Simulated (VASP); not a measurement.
FeSi:

```
Fe Si
1.0
     4.55070    0.00000    0.00000
     0.00000    4.55070    0.00000
     0.00000    0.00000    4.55070
Fe Si
4 4
Direct
  0.13652 0.13652 0.13652
  0.36348 0.86348 0.63652
  0.63652 0.36348 0.86348
  0.86348 0.63652 0.36348
  0.84240 0.84240 0.84240
  0.65760 0.15760 0.34240
  0.34240 0.65760 0.15760
  0.15760 0.34240 0.65760
```

```yaml
Program: VASP 6.6.1
Task: relaxation of cell and atoms
Functional: PBEsol
Potentials_or_basis: VASP PAW PBE potentials, release 64 (Fe, Si)
Cutoff: 600 eV
k_mesh: 6 × 6 × 6
Occupations: fermi-dirac, width 0.01 eV
Spin: no spin polarisation
```

At the start: pressure -19.5 GPa; volume 11.78 Å³/atom.

Q: How do energy, volume and symmetry change on relaxing?

A: Over 11 steps the energy falls by 73.1 meV/atom and the volume is 10.70 Å³/atom (-9.2 %); space group P2_13 (No. 198, to 0.05 Å).

The path:
```csv
step,energy change (eV),largest force (eV/Å),pressure (GPa),volume (Å³)
1,0.0000,0.3057,-19.51,94.24
2,0.5088,0.9013,37.19,76.00
3,-0.5788,0.1208,-1.35,86.10
4,-0.5807,0.1454,-0.17,85.69
5,-0.5806,0.1554,0.40,85.53
6,-0.5842,0.0614,0.38,85.47
7,-0.5844,0.0316,0.40,85.45
8,-0.5844,0.0021,-0.62,85.76
9,-0.5847,0.0175,-0.07,85.60
10,-0.5847,0.0168,-0.09,85.60
11,-0.5848,0.0057,-0.10,85.57
```

Final structure:
```
Fe Si
1.0
     4.40669    0.00000    0.00000
     0.00000    4.40669    0.00000
     0.00000    0.00000    4.40669
Fe Si
4 4
Direct
  0.13716 0.13716 0.13716
  0.36284 0.86284 0.63716
  0.63716 0.36284 0.86284
  0.86284 0.63716 0.36284
  0.84101 0.84101 0.84101
  0.65899 0.15899 0.34101
  0.34101 0.65899 0.15899
  0.15899 0.34101 0.65899
```

Caveat: the PAW data sets were made with another functional, which shifts forces and pressure a little.
